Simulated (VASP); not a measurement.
OSZICAR of a VASP run on K (bcc):

OSZICAR:
```
       N       E                     dE             d eps       ncg     rms          rms(c)
DAV:   1     0.475095888905E+02    0.47510E+02   -0.36139E+03   752   0.853E+02
DAV:   2     0.262978117234E+01   -0.44880E+02   -0.44231E+02   776   0.210E+02
DAV:   3     0.121817507188E+01   -0.14116E+01   -0.14099E+01  1232   0.341E+01
DAV:   4     0.119565685125E+01   -0.22518E-01   -0.22482E-01  1160   0.381E+00
DAV:   5     0.119536190395E+01   -0.29495E-03   -0.29490E-03  1296   0.292E-01    0.225E+00
DAV:   6     0.119485965874E+01   -0.50225E-03   -0.20699E-03  1176   0.314E-01    0.140E+00
DAV:   7     0.119349895194E+01   -0.13607E-02   -0.53043E-03  1064   0.475E-01    0.642E-02
DAV:   8     0.119330856267E+01   -0.19039E-03   -0.26512E-04  1096   0.185E-01    0.189E-02
DAV:   9     0.119323385337E+01   -0.74709E-04   -0.12945E-04   960   0.631E-02    0.680E-03
DAV:  10     0.119323199519E+01   -0.18582E-05   -0.66657E-06  1240   0.189E-02    0.291E-03
DAV:  11     0.119323168422E+01   -0.31097E-06   -0.61369E-07   992   0.579E-03    0.101E-03
DAV:  12     0.119323179106E+01    0.10684E-06   -0.19393E-07  1136   0.233E-03    0.266E-04
DAV:  13     0.119323174663E+01   -0.44429E-07   -0.46108E-09   560   0.434E-04
   1 F= 0.11932317E+01 E0= 0.11935767E+01  d E =-.103495E-02
```

**Question.** Which electronic solver shows in the log?

**Answer.** It is blocked Davidson (ALGO = Normal, or the opening steps of other solvers). The INCAR had ALGO = Normal.

**Question.** Can the final energy be trusted as converged?

**Answer.** Self-consistency was reached. It stopped with EDIFF = 1E-7, NELM = 100 (optB86b-vdW, plane waves, VASP's PBE PAW potentials (set 64)).

The compound is K in the bcc structure. This cell is one point of a volume scan, at 1.06 of the reference volume.
